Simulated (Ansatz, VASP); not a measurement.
## Mg6SiSb in VASP and in Ansatz

File INCAR:

```
SYSTEM = Mg6SiSb
PREC = Accurate ; ENCUT = 520
EDIFF = 1E-7 ; ISMEAR = 0
SIGMA = 0.1 ; LREAL = .False.
LASPH = .True. ; NELM = 60
ALGO = Fast ; ISIF = 2
LWAVE = .False. ; LCHARG = .False.
GGA = RP ; IVDW = 12
LOPTICS = .True. ; NBANDS = 42
NEDOS = 1000 ; CSHIFT = 0.1
```

The input KPOINTS:

```
Automatic mesh
0
Gamma
  5 5 5
  0 0 0
```

The input POSCAR:

```
Mg6SiSb
5.1472
    0.999991257383      0.000000000000      0.000000000000
    0.000000000000      0.580111031240      1.120571864315
    0.000000000000     -0.580111031240      1.120571864315
Sb Si Mg
1 1 6
Direct
    0.5007250000      0.6439030000      0.6445730000
   -0.0001300000      0.8761850000      0.8784500000
    0.4983150000      0.1728210000      0.1703310000
    0.4991940000      0.6635520000      0.1451570000
    0.4984910000      0.1442770000      0.6655220000
    0.0045460000      0.3290410000      0.3257590000
   -0.0026460000      0.8363530000      0.3325020000
    0.0021040000      0.3305580000      0.8378900000
```

The input input.yaml:

```yaml
crystal:
  lattice:
    - [5.147155, 0.0, 0.0]
    - [0.0, 2.9859475, 5.7678075]
    - [0.0, -2.9859475, 5.7678075]
  atoms:
    - { symbol: Sb, position: [0.500725, 0.643903, 0.644573] }
    - { symbol: Si, position: [-0.00013, 0.876185, 0.87845] }
    - { symbol: Mg, position: [0.498315, 0.172821, 0.170331] }
    - { symbol: Mg, position: [0.499194, 0.663552, 0.145157] }
    - { symbol: Mg, position: [0.498491, 0.144277, 0.665522] }
    - { symbol: Mg, position: [0.004546, 0.329041, 0.325759] }
    - { symbol: Mg, position: [-0.002646, 0.836353, 0.332502] }
    - { symbol: Mg, position: [0.002104, 0.330558, 0.83789] }
hamiltonian:
  xc: rpbe
  pseudopotentials: { kind: paw }
  dispersion: d3bj
kpoints:
  mp_grid: { grid: [5, 5, 5] }
scf:
  occupations: { method: gaussian, width: 0.1 }
  n_extra_bands: 32
output:
  eigenvalues: true
  optics: { e_range: [0, 14], sigma: 0.1, nscf_kmesh: { grid: [7, 7, 7] } }
```

Change from the starting cell: atoms moved at random, drawn with an rms of 0.02 Å.

Alike in both runs: task optical spectrum; functional RPBE; dispersion D3(BJ); k mesh 5 × 5 × 5; occupations gaussian, width 0.1 eV; no spin polarisation.

```csv
,VASP,Ansatz
version,VASP 6.6.1,Ansatz 0.2.0
potentials or method,"VASP PAW PBE potentials, release 64 (Sb, Si, Mg)",Ansatz PAW
plane-wave cutoff (eV),520,420
valence electrons in the cell,21,79
```

|  | VASP | Ansatz | Ansatz less VASP |
| --- | --- | --- | --- |
| gap on the k mesh at the Fermi level (eV) | none | none | - |
| dispersion energy (meV/atom) | -1490.5 | -1490.6 | -0.07 |

A gap of «none» marks a metal or a gap that the smearing closes. With one functional, cell and mesh, what is left measures potentials, basis and numerics. The two sets of potentials don't hold the same shells in valence.

Caveats: spectra need much finer meshes, so this one isn't converged; independent-particle spectra lack excitons; the intraband (Drude) part of a metal's response may be missing. The runs have no spin-orbit coupling, so splittings on Sb are missing.
